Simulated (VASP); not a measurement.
# KTaO3: energy against volume

KTaO3 (cubic perovskite, Pm-3m, 12.761 Å³/atom and stress up to 0.19 GPa in the relaxed cell, cube axes along x, y and z) under an equal strain ε along all three axes. r2SCAN in VASP (plane waves, PAW), 600 eV, 8×8×8 Γ-centred mesh, Gaussian smearing 0.05 eV; ions are relaxed, or left where forces stay under 0.02 eV/Å, within the symmetry of each cell.

Here V stands for volume and E for E less E0.

```csv
volume (Å³/atom),E less E0 (meV/atom),pressure (GPa)
12.0108,33.19,14.35
12.1955,18.53,10.35
12.3822,8.23,6.61
12.5708,2.16,3.07
12.7612,0.00,-0.19
12.9536,1.62,-3.22
13.1479,6.81,-6.04
13.3441,15.41,-8.66
13.5423,27.21,-11.09
13.9445,?,?
```

Fit E of the 9 rows that show it with the third-order Birch-Murnaghan form, a cubic in V^(-2/3). With u = V^(-2/3) - 0.183, the rows have u = 0.007671, 0.005741, 0.003839, 0.001966, 0.000121, -0.001696, -0.003487, -0.005251, -0.006990. Least squares gives E = -0.006 - 11.59·u + 560272·u² + 698514·u³. Residuals (row less fit): 0.001, 0.004, -0.016, 0.018, -0.001, -0.002, -0.007, 0.008, -0.001; standard error 0.012 (degrees of freedom: 5). Its minimum lies at u = 0.000010, so V0 = (0.183010)^(-3/2) = 12.77. There d²E/du² = 1121000 and d³E/du³ = 4191000, so B0 = (4/9) × 12.77^(-7/3) × 1121000 × 0.160218 = 209 GPa (the last factor turns the table's units into GPa), and B0' = 4 + (2/3) × 0.183010 × (4191000)/1121000 = 4.5. B0' rests on the cubic coefficient alone and has a standard error of 0.1 from these residuals.

**Question.** Estimate the missing E (V = 13.9445); what did the run itself give?

**Answer.** u = -0.010390, so E = -0.006 - 11.59 × (-0.010390) + 560272 × (-0.010390)² + 698514 × (-0.010390)³ = 59.813 meV/atom. The calculation gives 59.82 meV/atom, 0.007 meV/atom above the prediction (0.0 % of the range of E in the table). The row lies outside the fitted rows, so this is an extrapolation. From the scatter of the fitted rows alone, a prediction at this place has a standard error of 0.049 meV/atom, so the miss is 0.1 times that.

The primitive cell can neither tilt nor turn polar against its symmetry, as such crystals can under strain. Other structures, which can take over under pressure, weren't tried. The same form fitted to the pressure column gives B0' = 4.4; series where the two differ by over 0.4 aren't shown. Rows are the converged runs of the series near zero and its far end, less any whose ions stayed unrelaxed beside relaxed ones; series whose fitted rows scatter by over a few per cent of the range, as at a crossing or softening among them, aren't shown in this form.
